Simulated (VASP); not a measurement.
# Lattice of AlGe2Ru3 across functionals and dispersion corrections, part 2 of 4

Wanted: equilibrium cells of AlGe2Ru3 at many levels, with their cost. The cell is invented: it takes the structure of a Materials Project entry for YSi2Ru3 (space group 191 there), with some of its atoms replaced by other elements, volume scaled by an estimate. It may not be a known or stable phase. LASPH is on for some levels and off for others; the table marks which.

VASP 6.6.1, plane waves and PAW; the level of theory is named at each step.

Still holding for the runs below: This run has no spin polarisation. Its electron count is odd, so without a moment it is a metal by construction. The k-mesh is coarse for a metal.

So far. Step 2 (Relaxation with PBE): It ends with forces that vanish by symmetry and a pressure of 0.00 GPa. The conventional cell has a = 5.436 and c = 3.894 Å.

**3. Relaxation with LDA**

This step: LDA; plane waves and PAW (Ru_pv, Ge_d, Al); invented cell (VASP 6.6.1).

LDA, the lowest rung, knows the local density alone.

The input, INCAR:

```
SYSTEM = AlGe2Ru3
PREC = Accurate
ENCUT = 520
EDIFF = 1E-06
NELM = 100
ISMEAR = -1
SIGMA = 0.05
LREAL = .FALSE.
ALGO = Normal
GGA = CA
LORBIT = 11
LWAVE = .FALSE.
LCHARG = .FALSE.
KPAR = 2
IBRION = 2
NSW = 60
ISIF = 3
EDIFFG = -0.01
```

The input, POSCAR:

```
AlGe2Ru3
1.0
    5.3398700000      0.0000000000      0.0000000000
   -2.6699350000      4.6244630000      0.0000000000
    0.0000000000      0.0000000000      3.4829090000
Ru Ge Al
3 2 1
Direct
    0.5000000000      0.5000000000      0.5000000000
    0.5000000000      0.0000000000      0.5000000000
    0.0000000000      0.5000000000      0.5000000000
    0.6666666700      0.3333333300      0.0000000000
    0.3333333300      0.6666666700      0.0000000000
    0.0000000000      0.0000000000      0.0000000000
```

The input, KPOINTS:

```
Automatic mesh
0
Gamma
5 5 7
0 0 0
```

The projector-augmented-wave data sets are Ru_pv, Ge_d and Al (PBE family, release 64).

On the command line:

```console
mpirun -np 2 vasp_std
```

Log:

```text
[banner, memory and clock lines left out]
running    2 mpi-ranks, on    1 nodes
 distrk:  each k-point on    1 cores,    2 groups
 distr:  one band on    1 cores,    1 groups

 POSCAR found type information on POSCAR RuGeAl
 POSCAR found :  3 types and       6 ions
|                                                                             |
|               ----> ADVICE to this user running VASP <----                  |
|                                                                             |
|     You enforced a specific xc type in the INCAR file but a different       |
|     [... a line on the potential file left out ...]
|     I HOPE YOU KNOW WHAT YOU ARE DOING!                                     |
|                                                                             |

 LDA part: xc-table for (Slater(with rela. corr.)+CA(PZ))
 , standard interpolation
 POSCAR, INCAR and KPOINTS ok, starting setup
 FFT: planning ... GRIDC
 FFT: planning ... GRID_SOFT
 FFT: planning ... GRID
 WAVECAR not read
 entering main loop
       N       E                     dE             d eps       ncg     rms          rms(c)
DAV:   1     0.900523179872E+03    0.90052E+03   -0.38371E+04  2370   0.387E+03
DAV:   2     0.718560999667E+02   -0.82867E+03   -0.81278E+03  1744   0.901E+02
DAV:   3    -0.390200421038E+02   -0.11088E+03   -0.10731E+03  1835   0.215E+02
DAV:   4    -0.461120134942E+02   -0.70920E+01   -0.68873E+01  2005   0.578E+01
DAV:   5    -0.463539800136E+02   -0.24197E+00   -0.24139E+00  2156   0.105E+01    0.318E+01
DAV:   6    -0.447182520579E+02    0.16357E+01   -0.67305E+00  1931   0.156E+01    0.105E+01
DAV:   7    -0.444185889801E+02    0.29966E+00   -0.17483E+00  2153   0.913E+00    0.727E+00
DAV:   8    -0.443038399726E+02    0.11475E+00   -0.46264E-01  1837   0.420E+00    0.131E+00
DAV:   9    -0.443003451314E+02    0.34948E-02   -0.19115E-02  2228   0.957E-01    0.207E-01
DAV:  10    -0.442998257467E+02    0.51938E-03   -0.39234E-03  1954   0.454E-01    0.712E-02
DAV:  11    -0.442997679803E+02    0.57766E-04   -0.39838E-04  2090   0.104E-01    0.356E-02
DAV:  12    -0.442997703623E+02   -0.23820E-05   -0.31757E-05  2074   0.291E-02    0.128E-02
DAV:  13    -0.442997700335E+02    0.32877E-06   -0.29917E-06  1514   0.220E-02
   1 F= -.44299770E+02 E0= -.44275740E+02  d E =-.442998E+02
 curvature:   0.00 expect dE= 0.000E+00 dE for cont linesearch  0.000E+00
 trial: gam= 0.00000 g(F)=  0.827E-43 g(S)=  0.496E+01 ort = 0.000E+00 (trialstep = 0.100E+01)
 search vector abs. value=  0.496E+01
 bond charge predicted
       N       E                     dE             d eps       ncg     rms          rms(c)
DAV:   1    -0.181185756720E+03   -0.13689E+03   -0.25200E+03  2097   0.665E+02    0.159E+02
DAV:   2    -0.692727705552E+02    0.11191E+03   -0.95043E+02  1923   0.164E+02    0.706E+01
DAV:   3    -0.469710478016E+02    0.22302E+02   -0.12376E+02  2202   0.666E+01    0.541E+01
DAV:   4    -0.458372544542E+02    0.11338E+01   -0.57077E+00  1886   0.140E+01    0.471E+01
DAV:   5    -0.432651184729E+02    0.25721E+01   -0.47318E+00  2263   0.169E+01    0.904E+00
DAV:   6    -0.430931151715E+02    0.17200E+00   -0.62102E-01  1882   0.376E+00    0.239E+00
DAV:   7    -0.430883219900E+02    0.47932E-02   -0.33432E-02  2416   0.116E+00    0.133E+00
DAV:   8    -0.430868516086E+02    0.14704E-02   -0.61952E-03  2071   0.534E-01    0.387E-01
DAV:   9    -0.430864339335E+02    0.41768E-03   -0.24772E-03  2136   0.351E-01    0.618E-02
DAV:  10    -0.430864257527E+02    0.81808E-05   -0.13608E-04  2043   0.709E-02    0.220E-02
DAV:  11    -0.430864249073E+02    0.84547E-06   -0.13248E-05  2028   0.205E-02    0.684E-03
DAV:  12    -0.430864247280E+02    0.17927E-06   -0.79985E-07   999   0.553E-03
   2 F= -.43086425E+02 E0= -.43036214E+02  d E =0.121335E+01
[... from here on, the cycles between the ionic steps are left out ...]
   3 F= -.45080053E+02 E0= -.45045255E+02  d E =-.780283E+00
   4 F= -.45083071E+02 E0= -.45048713E+02  d E =-.783301E+00
   5 F= -.45083107E+02 E0= -.45048908E+02  d E =-.783337E+00
   6 F= -.45136973E+02 E0= -.45100091E+02  d E =-.538658E-01
   7 F= -.45176878E+02 E0= -.45139593E+02  d E =-.937705E-01
   8 F= -.45176974E+02 E0= -.45140418E+02  d E =-.938664E-01
   9 F= -.45177038E+02 E0= -.45140214E+02  d E =-.939308E-01
  10 F= -.45175825E+02 E0= -.45139002E+02  d E =0.121294E-02
 trial-energy change:    0.001213  1 .order    0.001342   -0.002110    0.004793
 step:   0.3890(harm=  0.3599)  dis= 0.00000  next Energy=   -45.177391 (dE=-0.353E-03)
 bond charge predicted
       N       E                     dE             d eps       ncg     rms          rms(c)
DAV:   1    -0.452124966650E+02   -0.36671E-01   -0.56254E-01  2112   0.715E+00    0.157E+00
DAV:   2    -0.451940376470E+02    0.18459E-01   -0.32367E-01  1837   0.311E+00    0.809E-01
DAV:   3    -0.451786057124E+02    0.15432E-01   -0.58894E-02  1920   0.143E+00    0.237E-01
DAV:   4    -0.451774405459E+02    0.11652E-02   -0.49615E-03  2078   0.576E-01    0.871E-02
DAV:   5    -0.451773823267E+02    0.58219E-04   -0.31106E-04  2198   0.166E-01    0.571E-02
DAV:   6    -0.451773631446E+02    0.19182E-04   -0.65041E-05  1915   0.618E-02    0.820E-03
DAV:   7    -0.451773624872E+02    0.65742E-06   -0.66128E-06  1899   0.283E-02
  11 F= -.45177362E+02 E0= -.45140540E+02  d E =-.324290E-03
 curvature:  -0.19 expect dE=-0.445E-05 dE for cont linesearch -0.413E-05
 trial: gam= 0.00000 g(F)=  0.172E-42 g(S)=  0.237E-04 ort =-0.203E-03 (trialstep = 0.102E+01)
 search vector abs. value=  0.237E-04
 reached required accuracy - stopping structural energy minimisation
```

Wall time 4.5 min (2 MPI ranks of Intel Xeon Platinum 8375C at 2.90GHz (Ice Lake), shared host); peak memory 0.42 GiB.

Parts of OUTCAR (step 3):

```text
The static configuration has the point symmetry D_6h.

 Found     20 irreducible k-points:

   NELECT =      73.0000    total number of electrons

 E-fermi :   9.0053

 k-point     1 :       0.0000    0.0000    0.0000
  band No.  band energies     occupation
    ...
     33       8.0971      2.00000
     34       8.9248      1.66691
     35       8.9248      1.66690
     36       9.0549      0.54086
     37       9.0549      0.54085
     38       9.1450      0.11532
     39       9.8532      0.00000
     40      11.3612      0.00000
     41      12.9539      0.00000
     42      12.9539      0.00000
    ...

 k-point     2 :       0.2000    0.0000    0.0000
  band No.  band energies     occupation
    ...
     32       7.0912      2.00000
     33       7.1755      2.00000
     34       8.7094      1.99463
     35       8.7290      1.99207
     36       9.0418      0.65056
     37       9.1012      0.25637
     38      10.1997      0.00000
     39      10.6572      0.00000
     40      10.9949      0.00000
     41      12.4058      0.00000
    ...

  Total       -0.0291496     -0.0291496     -0.0354172      0.0000000     -0.0000000      0.0000000
  in kB       -0.4938568     -0.4938568     -0.6000428      0.0000000     -0.0000000      0.0000000
  external PRESSURE =      -0.5292521 kB  Pullay stress =       0.0000000 kB

  energy-cutoff  :      520.00
  volume of cell :       94.57
      direct lattice vectors                 reciprocal lattice vectors
     5.342475158  0.000000000 -0.000000000     0.187179158  0.108067939  0.000000000
    -2.671237579  4.626719133 -0.000000000    -0.000000000  0.216135878  0.000000000
    -0.000000000 -0.000000000  3.825840540     0.000000000  0.000000000  0.261380470

 POSITION                                       TOTAL-FORCE (eV/Angst)
 -----------------------------------------------------------------------------------
      1.33562      2.31336      1.91292        -0.000000     -0.000000      0.000000
      2.67124     -0.00000      1.91292        -0.000000     -0.000000      0.000000
     -1.33562      2.31336      1.91292        -0.000000     -0.000000      0.000000
      2.67124      1.54224     -0.00000        -0.000000      0.000000      0.000000
     -0.00000      3.08448     -0.00000         0.000000      0.000000     -0.000000
     -0.00000      0.00000      0.00000        -0.000000     -0.000000      0.000000
 -----------------------------------------------------------------------------------
    total drift:                                0.000000     -0.000000      0.000000

  FREE ENERGIE OF THE ION-ELECTRON SYSTEM (eV)
  ---------------------------------------------------
  free  energy   TOTEN  =       -45.1773624872 eV

  energy  without entropy=      -45.1037172748  energy(sigma->0) =      -45.14053988

 total charge
# of ion       s       p       d       tot
------------------------------------------
    1        0.346   6.257   6.191  12.794
    2        0.346   6.257   6.191  12.794
    3        0.346   6.257   6.191  12.794
    4        1.134   1.310  10.153  12.596
    5        1.134   1.310  10.153  12.596
    6        0.425   0.205   0.000   0.630
--------------------------------------------------
tot          3.732  21.595  38.879  64.206

[... 8 parts as in an earlier step ...]

[... 5 further parts left out ...]
```

The PAW data sets were made with PBE, though LDA sets exist; this is a small mismatch.

Step by step:

| step | energy less that of the first step (eV) | largest force (eV/Å) | pressure (GPa) | volume (Å³) |
| --- | --- | --- | --- | --- |
| 1 | 0.0000 | 0.0000 | 25.72 | 86.01 |
| 2 | 1.2133 | 0.0000 | -23.64 | 117.81 |
| 3 | -0.7803 | 0.0000 | -2.10 | 96.78 |
| 4 | -0.7833 | 0.0000 | -0.95 | 96.19 |
| 5 | -0.7833 | 0.0000 | -0.61 | 95.98 |
| 6 | -0.8372 | 0.0000 | -0.39 | 95.43 |
| 7 | -0.8771 | 0.0000 | 0.32 | 94.40 |
| 8 | -0.8772 | 0.0000 | 0.52 | 94.30 |
| 9 | -0.8773 | 0.0000 | 0.46 | 94.34 |
| 10 | -0.8761 | 0.0000 | -1.03 | 95.04 |
| 11 | -0.8776 | 0.0000 | -0.05 | 94.57 |

| conventional cell, symmetrised | before | after | change |
| --- | --- | --- | --- |
| a (Å) | 5.340 | 5.342 | +0.0 % |
| b (Å) | 5.340 | 5.342 | +0.0 % |
| c (Å) | 3.483 | 3.826 | +9.8 % |
| volume (Å³/atom) | 14.33 | 15.76 | +10.0 % |

Final coordinates:

```xyz
6
Lattice="5.3425 0.0000 0.0000 -2.6712 4.6267 0.0000 0.0000 0.0000 3.8258" Properties=species:S:1:pos:R:3 pbc="T T T"
Ru    1.3356    2.3134    1.9129
Ru    2.6712    0.0000    1.9129
Ru   -1.3356    2.3134    1.9129
Ge    2.6712    1.5422    0.0000
Ge    0.0000    3.0845    0.0000
Al    0.0000    0.0000    0.0000
```

Numbers from this step:

```yaml
free_energy_toten: -45.18 eV
energy_at_zero_smearing: -45.14 eV
fermi_energy: 9.005 eV
pressure: -0.05293 GPa
```

It ends at 15.76 Å³/atom, +10.0 % from the start, with -0.05 GPa left. The conventional cell has a = 5.342 and c = 3.826 Å.

**4. Relaxation with PBEsol**

This step: PBEsol; plane waves and PAW (Ru_pv, Ge_d, Al); invented cell (VASP 6.6.1).

PBEsol restores the gradient expansion of exchange and is tuned for the cells of solids.

INCAR: that of step 3 with these lines changed.

```diff
@@ -9,3 +9,3 @@
 ALGO = Normal
-GGA = CA
+GGA = PS
 LORBIT = 11
```

POSCAR is that of step 3.

KPOINTS is that of step 3.

On the command line:

```console
mpirun -np 2 vasp_std
```

Log:

```text
[banner, memory and clock lines left out]
running    2 mpi-ranks, on    1 nodes
[...]
[... a notice as in an earlier step ...]

 LDA part: xc-table for (Slater+PW92), standard interpolation
 POSCAR, INCAR and KPOINTS ok, starting setup
[...]
entering main loop
       N       E                     dE             d eps       ncg     rms          rms(c)
DAV:   1     0.904029322184E+03    0.90403E+03   -0.38378E+04  2362   0.388E+03
DAV:   2     0.746362030580E+02   -0.82939E+03   -0.81376E+03  1744   0.901E+02
DAV:   3    -0.365327607666E+02   -0.11117E+03   -0.10742E+03  1843   0.215E+02
DAV:   4    -0.434777149269E+02   -0.69450E+01   -0.67627E+01  2000   0.574E+01
[...]
DAV:  11    -0.418119003387E+02    0.43351E-04   -0.30572E-04  2212   0.115E-01    0.368E-02
DAV:  12    -0.418119042100E+02   -0.38713E-05   -0.25041E-05  2162   0.313E-02    0.877E-03
DAV:  13    -0.418119033163E+02    0.89363E-06   -0.47887E-06  1620   0.202E-02
   1 F= -.41811903E+02 E0= -.41788835E+02  d E =-.418119E+02
[... from here on, the cycles between the ionic steps are left out ...]
   2 F= -.40433032E+02 E0= -.40380114E+02  d E =0.137887E+01
   3 F= -.42820398E+02 E0= -.42784381E+02  d E =-.100849E+01
   4 F= -.42824908E+02 E0= -.42789418E+02  d E =-.101300E+01
   5 F= -.42825061E+02 E0= -.42789749E+02  d E =-.101316E+01
   6 F= -.42884502E+02 E0= -.42846794E+02  d E =-.594411E-01
   7 F= -.42928147E+02 E0= -.42891353E+02  d E =-.103086E+00
   8 F= -.42928121E+02 E0= -.42892047E+02  d E =-.103060E+00
   9 F= -.42928299E+02 E0= -.42891948E+02  d E =-.103238E+00
  10 F= -.42927604E+02 E0= -.42891204E+02  d E =0.694676E-03
  11 F= -.42928481E+02 E0= -.42892118E+02  d E =-.181717E-03
[...]
reached required accuracy - stopping structural energy minimisation
```

Wall time 4.4 min (2 MPI ranks); peak memory 0.48 GiB.

OUTCAR, selected parts (step 4):

```text
  Total       -0.0088080     -0.0088080     -0.0097418      0.0000000      0.0000000      0.0000000
  in kB       -0.1469081     -0.1469081     -0.1624823      0.0000000      0.0000000      0.0000000
  external PRESSURE =      -0.1520995 kB  Pullay stress =       0.0000000 kB

 POSITION                                       TOTAL-FORCE (eV/Angst)
 -----------------------------------------------------------------------------------
      1.34124      2.32309      1.92686         0.000000      0.000000     -0.000000
      2.68247     -0.00000      1.92686         0.000000      0.000000     -0.000000
     -1.34124      2.32309      1.92686         0.000000     -0.000000     -0.000000
      2.68247      1.54873      0.00000        -0.000000      0.000000     -0.000000
     -0.00000      3.09745     -0.00000         0.000000     -0.000000      0.000000
      0.00000     -0.00000      0.00000         0.000000      0.000000     -0.000000
 -----------------------------------------------------------------------------------
    total drift:                                0.000000     -0.000000      0.000000

  FREE ENERGIE OF THE ION-ELECTRON SYSTEM (eV)
  ---------------------------------------------------
  free  energy   TOTEN  =       -42.9284806477 eV

  energy  without entropy=      -42.8557549942  energy(sigma->0) =      -42.89211782

[... 2 parts as in an earlier step ...]

[... 2 further parts left out ...]
[key lines of the parts left out:]
E-fermi :   8.9540
```

The PAW data sets were made with PBE, which is usual practice but a small mismatch for other functionals.

Relaxation path:

| step | energy less that of the first step (eV) | largest force (eV/Å) | pressure (GPa) | volume (Å³) |
| --- | --- | --- | --- | --- |
| 1 | 0.0000 | 0.0000 | 29.39 | 86.01 |
| 2 | 1.3789 | 0.0000 | -23.78 | 122.90 |
| 3 | -1.0085 | 0.0000 | -2.34 | 98.57 |
| 4 | -1.0130 | 0.0000 | -1.02 | 97.83 |
| 5 | -1.0132 | 0.0000 | -0.65 | 97.59 |
| 6 | -1.0726 | 0.0000 | -0.44 | 97.00 |
| 7 | -1.1162 | 0.0000 | 0.22 | 95.96 |
| 8 | -1.1162 | 0.0000 | 0.39 | 95.86 |
| 9 | -1.1164 | 0.0000 | 0.33 | 95.90 |
| 10 | -1.1157 | 0.0000 | -0.71 | 96.42 |
| 11 | -1.1166 | 0.0000 | -0.02 | 96.06 |

| conventional cell, symmetrised | before | after | change |
| --- | --- | --- | --- |
| a (Å) | 5.340 | 5.365 | +0.5 % |
| b (Å) | 5.340 | 5.365 | +0.5 % |
| c (Å) | 3.483 | 3.854 | +10.6 % |
| volume (Å³/atom) | 14.33 | 16.01 | +11.7 % |

Final coordinates:

```xyz
6
Lattice="5.3649 0.0000 0.0000 -2.6825 4.6462 0.0000 0.0000 0.0000 3.8537" Properties=species:S:1:pos:R:3 pbc="T T T"
Ru    1.3412    2.3231    1.9269
Ru    2.6825    0.0000    1.9269
Ru   -1.3412    2.3231    1.9269
Ge    2.6825    1.5487    0.0000
Ge    0.0000    3.0975    0.0000
Al    0.0000    0.0000    0.0000
```

It ends at 16.01 Å³/atom, +11.7 % from the start, with -0.02 GPa left. The conventional cell has a = 5.365 and c = 3.854 Å.

[end of part 2 of 4]

[Lines on the potential files, build, host, timing and source positions are cut from VASP's logs without a mark.]

[Logs are printed without paths, hosts, clocks, repeated set-up lines and the standing remarks that a program may print on its own settings, such as how far it seeks lower states.]

[Hosts, paths, dates, database ids (printed as entryN), source tags and the programs' standing remarks are cut or masked in the printed files.]

[A measured line is paired with the nearest computed mode of its activity, which favours agreement.]
